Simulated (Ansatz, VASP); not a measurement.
# SbAs in two plane-wave programs

One calculation is typed for both programs; each brings its own data sets. How far apart do they land? The cell is generated by rule, not measured, and may not be a known phase. The cell is taken from a series of runs on this material, whose earlier steps may have relaxed, scaled, displaced or heated it; both programs get it as it stands.

Calculated with Ansatz 0.2.0; plane waves, with VASP 6.6.1 beside it; single point at PBEsol.

The structure was built from a prototype and need not be the compound's stable phase.

## (1) Starting point

The structure is orthorhombic, space group Pmc2_1 (No. 26). The conventional cell has a = 4.545 Å, b = 4.545 Å, c = 12.855 Å, α = 90.00°, β = 90.00°, γ = 90.00°. Nearest to Sb lie 4 As at 2.71 to 2.90 Å. Nearest to Sb lie 4 As at 2.76 to 2.81 Å. Nearest to As lie 4 Sb at 2.76 to 2.90 Å. As has 4 Sb at 2.71 to 2.86 Å nearest. Farther neighbours are not listed.

## (2) Ansatz: single point, PBEsol, pair 1

Ansatz runs on its default PAW (the set named soft_2) files.

A single point gives forces, pressure and levels at one fixed geometry, so differences don't come from the geometry; what else differs is listed under the comparison.

File input.yaml:

```yaml
crystal:
  lattice:
    - [0.0, -3.2138340659, -3.2138340659]
    - [0.0, 3.2138340659, -3.2138340659]
    - [12.8553362638, 0.0, 0.0]
  atoms:
    - { symbol: Sb, position: [0.5, 0.5492347448, 0.25] }
    - { symbol: Sb, position: [0.5, 0.4507652552, 0.75] }
    - { symbol: Sb, position: [0.0, 0.125965089, 0.0] }
    - { symbol: Sb, position: [0.0, -0.125965089, 0.5] }
    - { symbol: As, position: [0.0, 0.6320118152, 0.875] }
    - { symbol: As, position: [0.0, 0.3679881848, 0.375] }
    - { symbol: As, position: [0.5, -0.0694413103, 0.625] }
    - { symbol: As, position: [0.5, 0.0694413103, 0.125] }
kpoints:
  mp_grid: { grid: [8, 8, 4] }
hamiltonian:
  xc: pbesol
scf:
  occupations: { method: methfessel_paxton, width: 0.2 }
output:
  forces: true
  stress: true
  eigenvalues: true
```

Started as:

```console
$ ansatz run input.yaml --threads 4 --pin off --max-ram 7168MiB --backend cpu --events-out ev --progress --plain --runs-dir out
```

Numbers of over 12 decimals in the logs are rounded to 6 here.

What it wrote:

```text
Engine: ansatz 0.2.0, aarch64-unknown-linux-gnu
Pseudopotentials: kind: paw
Pseudopotential: Sb, paw, valence charge 15, recommended cutoff 420 eV (normal), Sb.paw.azcp
Pseudopotential: As, paw, valence charge 15, recommended cutoff 420 eV (normal), As.paw.azcp
Functional definition: PBEsol
  exchange = pbesol_x
  correlation = pbesol_c
Crystal: 8 atoms, lattice volume = 265.559 Å³
Basis set: ecut = 420 eV, 5187 PW (Γ), exchange–correlation on 64×64×180 points (8 copies of the dense FFT grid, shifted against one another)
Bands: 72, of which v1, the nominal top of the filled ones, is band 60 counted from 1 (59 counted from 0)
Symmetry: 4 space group operations
Space group: Pmc21 (ITA 26), of the structure as read, at distance tolerance 6.4e-5 Å
k-points: 75 of 256 (time reversal used)
Non-local potential: Sb, projectors of the file, l = 0: 2, l = 1: 2, l = 2: 2, l = 3: 2
Non-local potential: As, projectors of the file, l = 0: 2, l = 1: 2, l = 2: 3, l = 3: 1
PAW form: soft (Blöchl's): semilocal exchange-correlation on the pseudo side does not see the compensation charge
PAW frozen core: Sb, regenerated for the run's functional, and the local potential with it (the file was generated under x = pbe(κ = 0.804, μ = 0.219515), c = pbe(β = 0.066725))
PAW frozen core: As, regenerated for the run's functional, and the local potential with it (the file was generated under x = pbe(κ = 0.804, μ = 0.219515), c = pbe(β = 0.066725))
PAW one-centre angular grid: Sb, 590 points (default); XC on 64 Gauss nodes
PAW one-centre angular grid: As, 590 points (default); XC on 64 Gauss nodes
Initial density: superposition of atomic densities (neutral atoms: chi_scale 0, normalization atom), corrected by the library's trained network
Initial wavefunctions: pseudopotential atomic-orbital guess
Functional: x = pbesol(κ = 0.804, μ = 0.123457), c = pbesol(β = 0.046)
SCF iter   1: F=—  HF=-44881.808612 eV  |F-HF|=—  |Δ(HF+E_count)|=         —  Δρ=3.04e-3  dr2=4.31e-2  ethr=1.77e-3  ⟨swp⟩=6.1  Hψ=19485  notcnv=0
preconditioner: auto → LDOS  [metal: Δε(μ)=0.047 eV  Ē_g=7.802 eV  σ=0.200 eV  W_gap=0.20  n_scr=56 (ndim 8)  ℏωp=14.4 eV  f_vac=0.091  D(μ)=2.72/eV (n_scr^D=4)  β→1.0]
SCF iter   2: F=—  HF=-44881.801992 eV  |F-HF|=—  |Δ(HF+E_count)|=   6.62e-3  S|Δr|=    0.00e0  Δρ=2.09e-3  dr2=2.17e-2  ethr=3.59e-5  ⟨swp⟩=2.0  Hψ=10786  notcnv=0
SCF iter   3: F=—  HF=-44881.794609 eV  |F-HF|=—  |Δ(HF+E_count)|=   7.38e-3  S|Δr|=    0.00e0  Δρ=3.96e-4  dr2=6.01e-4  ethr=1.81e-5  ⟨swp⟩=2.0  Hψ=9583  notcnv=0
SCF iter   4: F=—  HF=-44881.794449 eV  |F-HF|=—  |Δ(HF+E_count)|=   1.60e-4  S|Δr|=    0.00e0  Δρ=8.21e-5  dr2=2.19e-5  ethr=5.01e-7  ⟨swp⟩=2.0  Hψ=9725  notcnv=0
SCF iter   5: F=—  HF=-44881.794508 eV  |F-HF|=—  |Δ(HF+E_count)|=   5.91e-5  S|Δr|=    0.00e0  Δρ=2.33e-5  dr2=2.12e-6  ethr=1.82e-8  ⟨swp⟩=2.0  Hψ=7423  notcnv=0
SCF iter   6: F=—  HF=-44881.794509 eV  |F-HF|=—  |Δ(HF+E_count)|=   4.42e-7  S|Δr|=    0.00e0  Δρ=8.15e-6  dr2=3.38e-7  ethr=1.77e-9  ⟨swp⟩=2.0  Hψ=8168  notcnv=0
SCF iter   7: F=-44881.794509 eV  HF=-44881.794509 eV  |F-HF|=5.23e-9  |Δ(HF+E_count)|=   3.18e-8  S|Δr|=    0.00e0  Δρ=2.00e-6  dr2=9.36e-9  ethr=8.33e-11  ⟨swp⟩=9.8  Hψ=21347  notcnv=0
SCF 1 converged in 7 iterations: F = -44881.794509 eV  dr2 = 9.36e-9
  greatest PAW one-centre occupation: 0.999 electrons in one spin orbital (limit 2), on the As atom at site 5 (counted from 0), in its partial waves of l = 2
SCF converged after 7 iterations
Stability not checked: this state was not tested for a lower state beside it, because cold or Methfessel-Paxton smearing, or corrected tetrahedra, fill the levels in a way that the test cannot read (fill_not_monotonic; see scf.lower_state_search)
Free energy (F): -44881.794509 eV
Harris-Foulkes:  -44881.794509 eV  (|F-HF|=5.23e-9)
Internal energy: -44881.800726 eV  (E = F + TS)
E sigma→0 (E₀):  -44881.796063 eV
Entropy (-TS):   0.006217 eV (0.777 meV/atom)
Fermi energy:    6.901439 eV
--- Per-component energies (eV) ---
  E_band       = -1995.644276
  E_kinetic    = 1231.671369
  E_local      = -15637.190878  (includes V_loc(G=0)·N_el)
  E_nonlocal   = -1221.449577
  E_hartree    = 7683.128980
  E_xc         = -859.427539
  E_vxc        = -695.854446  (∫ρ·V_xc dr)
  E_paw        = -25162.859185  (= ΣΔE_a)
  E_vpaw       = -1039.081746  (= ΣTr[D̂ρ^β])
  E_aug_tail   = 0.000024  (compensation charges beyond the density's cutoff)
  E_ewald      = -10920.867062
  E_core_change = 5.193143  (= ΣΔE_core)
  E_smearing   = 0.006217  (= −TS)
  E_closure    = 0.000000  (closes the sum)
  Σ components = -44881.794509   (vs F -44881.794509, Δ=0.00e0)
--- Forces (eV/Å), atoms counted from 1 ---
  atom   1  Sb     0.47079597    -0.06551068     0.06551068
  atom   2  Sb     0.47079597     0.06551068    -0.06551068
  atom   3  Sb     0.18920806     0.24875662    -0.24875662
  atom   4  Sb     0.18920806    -0.24875662     0.24875662
  atom   5  As    -0.42096322    -0.12391795     0.12391795
  atom   6  As    -0.42096322     0.12391795    -0.12391795
  atom   7  As    -0.23904020    -0.10498169     0.10498169
  atom   8  As    -0.23904020     0.10498169    -0.10498169
  max |Σ_I F_I| component: 1.20e-6 eV/Å
--- Stress (GPa, compression-positive) ---
       -1.506241      -0.000000       0.000000
       -0.000000      -1.735810      -0.588243
        0.000000      -0.588243      -1.735810
  P = ⅓ Tr σ = -1.6593 GPa (-16.593 kbar)
--- Band table (eV; the first three rows and the last of 75) ---
  k-point 0: bands = [... 56 lower, 5.3038, 5.8852, 6.1340, 6.3678, 6.3842, 6.7140, 6.7521, 7.4808, ... 8 higher]
  k-point 1: bands = [... 56 lower, 5.3410, 5.8774, 6.1448, 6.3155, 6.3903, 6.5377, 6.9880, 7.5433, ... 8 higher]
  k-point 2: bands = [... 56 lower, 5.6928, 5.6928, 6.2209, 6.2209, 6.4119, 6.4119, 7.2868, 7.2868, ... 8 higher]
  k-point 74: bands = [... 56 lower, 6.0879, 6.0879, 6.4438, 6.4438, 7.1773, 7.1773, 7.5189, 7.5189, ... 8 higher]
```

The run ends at a pressure of -1.66 GPa, with forces up to 0.48 eV/Å.

## (3) VASP: single point, PBEsol, pair 1

The same cell, functional, mesh and smearing now go to VASP, with its own data sets.

Lines of VASP's logs that name or quote its potential files are left out, and so is its time.

File INCAR:

```
SYSTEM = SbAs
PREC = Accurate
ENCUT = 500
EDIFF = 1E-06
NELM = 120
ISMEAR = 1
SIGMA = 0.2
LREAL = .FALSE.
ALGO = Normal
GGA = PS
NBANDS = 28
LORBIT = 11
LWAVE = .FALSE.
LCHARG = .FALSE.
ISIF = 2
LASPH = .TRUE.
GGA_COMPAT = .FALSE.
KPAR = 2
```

File POSCAR:

```
SbAs
1.0
    0.0000000000     -3.2138340659     -3.2138340659
    0.0000000000      3.2138340659     -3.2138340659
   12.8553362638      0.0000000000      0.0000000000
Sb As
4 4
Direct
    0.5000000000      0.5492347448      0.2500000000
    0.5000000000      0.4507652552      0.7500000000
    0.0000000000      0.1259650890      0.0000000000
    0.0000000000      0.8740349110      0.5000000000
    0.0000000000      0.6320118152      0.8750000000
    0.0000000000      0.3679881848      0.3750000000
    0.5000000000      0.9305586897      0.6250000000
    0.5000000000      0.0694413103      0.1250000000
```

File KPOINTS:

```
Automatic mesh
0
Gamma
8 8 4
0 0 0
```

PAW data sets: Sb and As (PBE family, release 64).

Started as:

```console
$ mpirun -np 2 vasp_std
```

What it wrote:

```text
[banner, memory and clock lines left out]
running    2 mpi-ranks, on    1 nodes
 distrk:  each k-point on    1 cores,    2 groups
 distr:  one band on    1 cores,    1 groups

 POSCAR found type information on POSCAR SbAs
 POSCAR found :  2 types and       8 ions
|                                                                             |
|               ----> ADVICE to this user running VASP <----                  |
|                                                                             |
|     You enforced a specific xc type in the INCAR file but a different       |
|     [... a line on the potential file left out ...]
|     I HOPE YOU KNOW WHAT YOU ARE DOING!                                     |
|                                                                             |

 LDA part: xc-table for (Slater+PW92), standard interpolation
 POSCAR, INCAR and KPOINTS ok, starting setup
 FFT: planning ... GRIDC
 FFT: planning ... GRID_SOFT
 FFT: planning ... GRID
 WAVECAR not read
 entering main loop
       N       E                     dE             d eps       ncg     rms          rms(c)
DAV:   1     0.184829449107E+03    0.18483E+03   -0.13401E+04  4200   0.108E+03
DAV:   2    -0.167430587620E+02   -0.20157E+03   -0.19617E+03  5200   0.176E+02
DAV:   3    -0.358866135819E+02   -0.19144E+02   -0.18706E+02  5160   0.572E+01
DAV:   4    -0.364005435271E+02   -0.51393E+00   -0.51024E+00  5432   0.960E+00
DAV:   5    -0.364101205935E+02   -0.95771E-02   -0.95630E-02  5340   0.142E+00    0.589E+00
DAV:   6    -0.360946499733E+02    0.31547E+00   -0.94222E-01  5012   0.288E+00    0.366E+00
DAV:   7    -0.360612703762E+02    0.33380E-01   -0.14707E-01  4956   0.150E+00    0.914E-01
DAV:   8    -0.360559762029E+02    0.52942E-02   -0.11296E-02  5352   0.446E-01    0.228E-01
DAV:   9    -0.360558394360E+02    0.13677E-03   -0.20206E-03  5224   0.201E-01    0.776E-02
DAV:  10    -0.360558667201E+02   -0.27284E-04   -0.12282E-04  5188   0.503E-02    0.309E-02
DAV:  11    -0.360558869538E+02   -0.20234E-04   -0.40984E-05  4952   0.283E-02    0.131E-02
DAV:  12    -0.360558876762E+02   -0.72246E-06   -0.39968E-06  4640   0.941E-03
   1 F= -.36055888E+02 E0= -.36057942E+02  d E =0.616218E-02
```

Parts of OUTCAR (step 3):

```text
ion  position               nearest neighbor table
   1  0.500  0.549  0.250-   8 2.71   8 2.86   6 2.90   6 2.90
   2  0.500  0.451  0.750-   7 2.71   7 2.86   5 2.90   5 2.90
   3  0.000  0.126  0.000-   5 2.76   8 2.80   8 2.80   5 2.81
   4  0.000  0.874  0.500-   6 2.76   7 2.80   7 2.80   6 2.81
   5  0.000  0.632  0.875-   3 2.76   3 2.81   2 2.90   2 2.90
   6  0.000  0.368  0.375-   4 2.76   4 2.81   1 2.90   1 2.90
   7  0.500  0.931  0.625-   2 2.71   4 2.80   4 2.80   2 2.86
   8  0.500  0.069  0.125-   1 2.71   3 2.80   3 2.80   1 2.86

  LATTYP: Found a simple tetragonal cell.
 ALAT       =     4.5450477232
 C/A-ratio  =     2.8284271248

 Subroutine GETGRP returns: Found  4 space group operations
 (whereof  2 operations were pure point group operations)

The static configuration has the point symmetry C_1h.
 The point group associated with its full space group is C_2v.

 Found     75 irreducible k-points:

   k-points           NKPTS =     75   k-points in BZ     NKDIM =     75   number of bands    NBANDS=     28

   dimension x,y,z NGX =    36 NGY =   36 NGZ =   96
   dimension x,y,z NGXF=    72 NGYF=   72 NGZF=  192

   ENCUT  =  500.0 eV  36.75 Ry    6.06 a.u.   8.29  8.29 23.44*2*pi/ulx,y,z

   NELECT =      40.0000    total number of electrons

 k-points in reciprocal lattice and weights: Automatic mesh
   0.00000000  0.00000000  0.00000000       0.004
   0.12500000  0.00000000  0.00000000       0.008
   0.00000000  0.12500000  0.00000000       0.008
   0.25000000  0.00000000  0.00000000       0.008
   0.00000000  0.25000000  0.00000000       0.008
   0.37500000  0.00000000  0.00000000       0.008
   0.00000000  0.37500000  0.00000000       0.008
   0.50000000  0.00000000  0.00000000       0.004
   0.00000000  0.50000000  0.00000000       0.004
[...]
-0.37500000  0.50000000  0.50000000       0.008
   0.50000000  0.50000000  0.50000000       0.004

 average (electrostatic) potential at core
       1 -88.8921       2 -88.8921       3 -88.9417       4 -88.9417       5 -50.7986
       6 -50.7986       7 -50.8657       8 -50.8657

 E-fermi :   3.9127

 k-point     1 :       0.0000    0.0000    0.0000
  band No.  band energies     occupation
    ...
     19       3.1415      2.00000
     20       3.3772      2.00101
     21       3.3922      2.00145
     22       3.7250      2.03501
     23       3.7633      1.95047
     24       4.4880     -0.00037
     25       4.6701     -0.00000
     26       5.4130     -0.00000
     27       5.9947     -0.00000
     28       6.2968     -0.00000

 k-point     2 :       0.1250    0.0000    0.0000
  band No.  band energies     occupation
    ...
     17       2.3781      2.00000
     18       2.8219      2.00000
     19       3.2455      2.00003
     20       3.2597      2.00004
     21       3.8448      1.53950
     22       4.1494     -0.07037
     23       4.2222     -0.05097
     24       4.5569     -0.00005
     25       5.0772     -0.00000
     26       5.2920     -0.00000
    ...

 k-point     3 :       0.0000    0.1250    0.0000
  band No.  band energies     occupation
    ...
     17       2.2575      2.00000
     18       2.8569      2.00000
     19       3.1639      2.00000
     20       3.5099      2.01528
     21       3.9676      0.55418
     22       4.1337     -0.06577
     23       4.2042     -0.05899
     24       4.5769     -0.00003
     25       5.0087     -0.00000
     26       5.3123     -0.00000
    ...

  Total       -2.3048511     -2.6705155     -2.6705155      0.0000000     -1.0567745      0.0000000
  in kB      -13.9057084    -16.1118477    -16.1118477      0.0000000     -6.3757687      0.0000000
  external PRESSURE =     -15.3764679 kB  Pullay stress =       0.0000000 kB

  energy-cutoff  :      500.00
  volume of cell :      265.56
      direct lattice vectors                 reciprocal lattice vectors
     0.000000000 -3.213834066 -3.213834066     0.000000000 -0.155577416 -0.155577416
     0.000000000  3.213834066 -3.213834066     0.000000000  0.155577416 -0.155577416
    12.855336264  0.000000000  0.000000000     0.077788708  0.000000000  0.000000000

 POSITION                                       TOTAL-FORCE (eV/Angst)
 -----------------------------------------------------------------------------------
      3.21383      0.15823     -3.37207         0.481402     -0.044046      0.044046
      9.64150     -0.15823     -3.05560         0.481402      0.044046     -0.044046
      0.00000      0.40483     -0.40483         0.190041      0.249763     -0.249763
      6.42767      2.80900     -2.80900         0.190041     -0.249763      0.249763
     11.24842      2.03118     -2.03118        -0.427614     -0.119104      0.119104
      4.82075      1.18265     -1.18265        -0.427614      0.119104     -0.119104
      8.03459      1.38374     -4.59758        -0.243829     -0.085810      0.085810
      1.60692     -1.38374     -1.83009        -0.243829      0.085810     -0.085810
 -----------------------------------------------------------------------------------
    total drift:                               -0.000374     -0.000000      0.000000

  FREE ENERGIE OF THE ION-ELECTRON SYSTEM (eV)
  ---------------------------------------------------
  free  energy   TOTEN  =       -36.0558876762 eV

  energy  without entropy=      -36.0620498572  energy(sigma->0) =      -36.05794174

 total charge
# of ion       s       p       d       tot
------------------------------------------
    1        1.250   1.063   0.032   2.345
    2        1.250   1.063   0.032   2.345
    3        1.239   1.091   0.035   2.364
    4        1.239   1.091   0.035   2.364
    5        1.329   1.313   0.026   2.668
    6        1.329   1.313   0.026   2.668
    7        1.318   1.346   0.029   2.693
    8        1.318   1.346   0.029   2.693
--------------------------------------------------
tot         10.272   9.625   0.244  20.141

[... 3 further parts left out ...]
```

The run ends at a pressure of -1.54 GPa, with forces up to 0.49 eV/Å.

## (4) Side by side

Known differences besides the potentials themselves: the data sets hold 120 valence electrons in Ansatz (on its default PAW (the set named soft_2) files) and 40 in VASP; the cutoff is 420 eV in Ansatz and 500 eV in VASP; Ansatz makes its cores anew for this functional, VASP keeps those of its PBE data sets. Total energies have different zeros and are not compared.

Compared:

```tsv
quantity	Ansatz	VASP	difference
pressure (GPa)	-1.66	-1.54	-0.12
```

Forces (eV/Å; atoms numbered as in POSCAR):

```tsv
atom	Ansatz x, y, z	VASP x, y, z
Sb1	0.471, -0.066, 0.066	0.481, -0.044, 0.044
Sb2	0.471, 0.066, -0.066	0.481, 0.044, -0.044
Sb3	0.189, 0.249, -0.249	0.190, 0.250, -0.250
Sb4	0.189, -0.249, 0.249	0.190, -0.250, 0.250
As5	-0.421, -0.124, 0.124	-0.428, -0.119, 0.119
As6	-0.421, 0.124, -0.124	-0.428, 0.119, -0.119
As7	-0.239, -0.105, 0.105	-0.244, -0.086, 0.086
As8	-0.239, 0.105, -0.105	-0.244, 0.086, -0.086
```

The forces differ by 13 meV/Å r.m.s., which is 5.3 % of the r.m.s. force of 0.238 eV/Å (both taken over all components).

## (5) What the set-up changes

Further runs change the set-up of one program: Ansatz's method, potentials or start, or VASP's data sets, cutoff or form of LDA. The table gives Ansatz less VASP for each quantity, since a change that brings one quantity closer may part another.

```tsv
run	r.m.s. force difference (meV/Å)	pressure (GPa)
as above	13	-0.12
VASP with the data sets Sb_d_GW and As_d and a cutoff of 600 eV	1.1	0.0036
```

## (6) Ansatz: single point, PBEsol, pair 2

A single point gives forces, pressure and levels at one fixed geometry, so differences don't come from the geometry; what else differs is listed under the comparison.

The cell is taken from a series of runs on this material, whose earlier steps may have relaxed, scaled, displaced or heated it; both programs get it as it stands.

input.yaml, the sections that differ from step 2:

```yaml
crystal:
  lattice:
    - [0.0, -3.2138340659, -3.2138340659]
    - [0.0, 3.2138340659, -3.2138340659]
    - [12.8553362638, 0.0, 0.0]
  atoms:
    - { symbol: Sb, position: [0.4984219397, 0.5024498556, 0.25] }
    - { symbol: Sb, position: [0.5015780603, 0.4975501444, 0.75] }
    - { symbol: Sb, position: [-0.0049746616, 0.0072599316, 0.0] }
    - { symbol: Sb, position: [0.0049746616, -0.0072599316, 0.5] }
    - { symbol: As, position: [0.0011183225, 0.5076560794, 0.875] }
    - { symbol: As, position: [-0.0011183225, 0.4923439206, 0.375] }
    - { symbol: As, position: [0.5056462974, -0.0035772128, 0.625] }
    - { symbol: As, position: [0.4943537026, 0.0035772128, 0.125] }
# kpoints, hamiltonian, scf, output: as in step 2
```

Started as:

```console
$ ansatz run input.yaml --threads 4 --pin off --max-ram 7168MiB --backend cpu --events-out ev --progress --plain --runs-dir out
```

What it wrote:

```text
[...]
Crystal: 8 atoms, lattice volume = 265.559 Å³
Basis set: ecut = 420 eV, 5187 PW (Γ), exchange–correlation on 64×64×180 points (8 copies of the dense FFT grid, shifted against one another)
Bands: 72, of which v1, the nominal top of the filled ones, is band 60 counted from 1 (59 counted from 0)
Symmetry: 2 space group operations
[...]
k-point 0: bands = [... 56 lower, 4.9337, 6.1850, 6.4240, 6.4706, 6.4744, 6.5518, 6.5524, 7.5718, ... 8 higher]
  k-point 1: bands = [... 56 lower, 5.1265, 6.0904, 6.1776, 6.3316, 6.4930, 6.6486, 6.8322, 7.4487, ... 8 higher]
  k-point 2: bands = [... 56 lower, 5.5820, 5.5820, 6.2121, 6.2121, 6.6127, 6.6127, 7.1594, 7.1594, ... 8 higher]
  k-point 101: bands = [... 56 lower, 6.8613, 6.8613, 6.8804, 6.8804, 7.0285, 7.0285, 7.0475, 7.0475, ... 8 higher]
[key lines of the parts left out:]
SCF converged after 8 iterations
Free energy (F): -44881.419902 eV
Fermi energy:    6.940340 eV
P = ⅓ Tr σ = 0.2033 GPa (2.033 kbar)
```

The run ends at a pressure of 0.20 GPa, with forces up to 0.046 eV/Å.

[end of part 1 of 2]

[Lines on the potential files, build, host, timing and source positions are cut from VASP's logs without a mark.]

[Logs are printed without paths, hosts, clocks, repeated set-up lines and the standing remarks that a program may print on its own settings, such as how far it seeks lower states.]

[Hosts, paths, dates, database ids (printed as entryN), source tags and the programs' standing remarks are cut or masked in the printed files.]
